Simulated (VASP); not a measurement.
**F2InCl: single point with PBE**

F2InCl, in a box:

```xyz
4
Lattice="12.0000 0.0000 0.0000 0.0000 12.0000 0.0000 0.0000 0.0000 13.0000" Properties=species:S:1:pos:R:3 pbc="T T T"
F     6.8909    6.9528    8.0652
F     7.1342    4.6175    5.8335
In    6.3494    6.2977    6.3407
Cl    4.8918    7.4245    5.0028
```

```
Program             : VASP 6.6.1
Task                : single point
Functional          : PBE
Potentials or basis : VASP PAW PBE potentials, release 64 (F, In_d, Cl)
Cutoff              : 520 eV
k mesh              : 1 × 1 × 1
Occupations         : gaussian, width 0.01 eV
Spin                : no spin polarisation
```

The largest force is 0.754 eV/Å and the gap between the frontier levels is 4.32 eV.

Forces in eV/Å, atoms in the order of the input:
```
F    0.218  0.251  0.674
F    0.312 -0.659 -0.192
In  -0.311  0.241 -0.282
Cl  -0.219  0.167 -0.199
```

Levels at points of the mesh, in eV from the valence-band top:
```
           k point  band 14  band 15  band 16  band 17  band 18  band 19  band 20  band 21
(0.00, 0.00, 0.00)    -0.66    -0.54    -0.16     0.00     4.32     6.08     8.11     8.23
```

Run time: 4.1 min on 1 thread of Intel(R) Xeon(R) Platinum 8259CL CPU @ 2.50GHz (Skylake/Cascade Lake), on a shared host, peak memory 1.3 GiB.

Caveat: spin-orbit coupling is left out, which moves the levels of the heavy elements. A hybrid or GW would open this gap; PBE tends to underestimate it.
